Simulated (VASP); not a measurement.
These are LDA (Ceperley-Alder, Perdew-Zunger), VASP's LDA PAW potentials (set 64) (plane waves; VASP) values and carry that method's errors.

A VASP calculation is set up with these files.

**INCAR**
```
SYSTEM  =  ZnS
PREC  =  Accurate; ENCUT  =  500; LREAL  =  .False.
LASPH  =  .True.
EDIFF  =  1E-6; NELM  =  100; ALGO  =  Normal
LMAXMIX  =  4
ISMEAR  =  0; SIGMA  =  0.05
IBRION  =  2; NSW  =  40; ISIF  =  3
EDIFFG  =  -0.02; PSTRESS  =  50
LWAVE  =  .False.; LCHARG  =  .False.
```

### POSCAR
```
ZnS
1
    0.0000000000     2.6058151924     2.6058151924
    2.6058151924     0.0000000000     2.6058151924
    2.6058151924     2.6058151924     0.0000000000
Zn S
1 1
Direct
  0.0000000000   0.0000000000   0.0000000000
  0.2500000000   0.2500000000   0.2500000000
```

KPOINTS:
```
kpoints
0
G
  9 9 9
0 0 0
```

POTCAR, in this order: Zn S (LDA.64 set). Program: vasp_std.

The run wrote:

### OSZICAR
```
       N       E                     dE             d eps       ncg     rms          rms(c)
DAV:   1     0.869755781586E+02    0.86976E+02   -0.91776E+03   910   0.166E+03
DAV:   2    -0.285011095506E+01   -0.89826E+02   -0.85279E+02   975   0.284E+02
DAV:   3    -0.856314154804E+01   -0.57130E+01   -0.56906E+01  1150   0.731E+01
DAV:   4    -0.863240659339E+01   -0.69265E-01   -0.69242E-01   990   0.861E+00
DAV:   5    -0.863343792635E+01   -0.10313E-02   -0.10313E-02  1105   0.106E+00    0.874E+00
DAV:   6    -0.821472238720E+01    0.41872E+00   -0.10185E+00  1281   0.405E+01    0.656E+00
DAV:   7    -0.818649337133E+01    0.28229E-01   -0.38694E-01   945   0.688E+00    0.301E+00
DAV:   8    -0.818021375079E+01    0.62796E-02   -0.67828E-03  1140   0.133E+00    0.783E-01
DAV:   9    -0.817949278588E+01    0.72096E-03   -0.14492E-03  1005   0.394E-01    0.110E-01
DAV:  10    -0.817950975199E+01   -0.16966E-04   -0.10095E-04  1060   0.152E-01    0.372E-02
DAV:  11    -0.817950780840E+01    0.19436E-05   -0.12398E-05  1359   0.113E-01    0.663E-03
DAV:  12    -0.817950791301E+01   -0.10461E-06   -0.16169E-06   586   0.217E-02
   1 F= -.70751235E+01 E0= -.70751235E+01  d E =-.707512E+01
```

OUTCAR:
```
------------------------ aborting loop because EDIFF is reached ----------------------------------------
  FORCE on cell =-STRESS in cart. coord.  units (eV):
  Direction    XX          YY          ZZ          XY          YZ          ZX
  --------------------------------------------------------------------------------------
  Total        1.0964081      1.0964081      1.0964081      0.0000000      0.0000000      0.0000000
  in kB       49.6388818     49.6388818     49.6388818      0.0000000      0.0000000      0.0000000
  external PRESSURE =      -0.3611182 kB  Pullay stress =      50.0000000 kB
  volume of cell :       35.39
      direct lattice vectors                 reciprocal lattice vectors
     0.000000000  2.605815192  2.605815192    -0.191878534  0.191878534  0.191878534
     2.605815192  0.000000000  2.605815192     0.191878534 -0.191878534  0.191878534
     2.605815192  2.605815192  0.000000000     0.191878534  0.191878534 -0.191878534
  FREE ENERGIE OF THE ION-ELECTRON SYSTEM (eV)
  ---------------------------------------------------
  free  energy   TOTEN  =        -8.1795079130 eV

  energy  without entropy=       -8.1795079130  energy(sigma->0) =       -8.17950791
  enthalpy is  TOTEN    =        -7.0751235396 eV   P V=        1.1043843734

 reached required accuracy - stopping structural energy minimisation
```
(Selected blocks of OUTCAR.)

The compound is ZnS in the zinc blende structure. It was relaxed first under an external pressure of 5 GPa.
